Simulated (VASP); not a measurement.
Computed with r2SCAN meta-GGA, VASP's PBE PAW potentials (set 64) (plane waves; VASP 6.6.1).

The input files of a VASP run:

**POSCAR**
```
CdS
1
    0.0000000000     2.9367531388     2.9367531388
    2.9367531388     0.0000000000     2.9367531388
    2.9367531388     2.9367531388     0.0000000000
Cd S
1 1
Direct
  0.0000000000   0.0000000000   0.0000000000
  0.2500000000   0.2500000000   0.2500000000
```

**KPOINTS**
```
Regular mesh
0
Gamma
 7 7 7
0 0 0
```

INCAR:
```
! general
SYSTEM  = CdS
PREC    = Accurate
ENCUT   = 400
LREAL   = .False.
LASPH   = .True.

! electronic loop
EDIFF   = 1E-8
NELM    = 100
ALGO    = Normal
LMAXMIX = 4
LMIXTAU = .True.

! smearing
ISMEAR  = 0
SIGMA   = 0.05

! functional
METAGGA = R2SCAN

! ions
IBRION  = 1
NSW     = 30
ISIF    = 2
EDIFFG  = -0.001

! output
LWAVE   = .False.
LCHARG  = .False.
```

POTCAR, in this order: Cd S (PBE.64 set). Program: vasp_std.

Q: Estimate the energy per atom (σ→0), band gap (on the k-mesh).

A: 
```
Property                           Result
------------------------  ---------------
energy per atom (σ→0)     -14.842 eV/atom
band gap (on the k-mesh)          1.54 eV
```

**OSZICAR**
```
...
DAV:  18    -0.296833371524E+02   -0.15670E-05   -0.94138E-07   530   0.126E-02    0.981E-04
DAV:  19    -0.296833369819E+02    0.17049E-06   -0.26065E-07   530   0.542E-03    0.725E-04
DAV:  20    -0.296833371173E+02   -0.13533E-06   -0.39163E-08   540   0.286E-03    0.440E-04
DAV:  21    -0.296833371276E+02   -0.10369E-07   -0.49433E-09   315   0.764E-04    0.166E-04
DAV:  22    -0.296833371867E+02   -0.59022E-07   -0.48646E-09   350   0.897E-04    0.187E-04
DAV:  23    -0.296833371648E+02    0.21870E-07   -0.73815E-10   275   0.388E-04    0.577E-05
DAV:  24    -0.296833371657E+02   -0.91836E-09   -0.34750E-11   265   0.631E-05
   1 F= -.29683337E+02 E0= -.29683337E+02  d E =-.296833E+02
```

The compound is CdS in the zinc blende structure, a metastable form; wurtzite is the usual one. It was relaxed first. The start is the result of an earlier pass.
